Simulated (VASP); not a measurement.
Input:

```
InP
1.0
    0.00000     2.99647     2.99647
    2.99647     0.00000     2.99647
    2.99647     2.99647     0.00000
In P
1 1
Direct
  0.00000   0.00000   0.00000
  0.25000   0.25000   0.25000
```

Calculation: PBEsol GGA, VASP's PBE PAW potentials (set 64) (plane waves; VASP 6.6.1). Run with 520 eV cut-off, 8×8×8 Γ-centred mesh, Gaussian smearing of 0.050 eV, potentials In_d P.

Question: Give the stress tensor in GPa (positive for a compressed cell).

Answer: 
```
-3.41   0.00   0.00
 0.00  -3.41   0.00
 0.00   0.00  -3.41
```
The pressure is its mean diagonal, -3.41 GPa.

The compound is InP in the zinc blende structure. This cell is one point of a volume scan, at 1.06 of the reference volume.
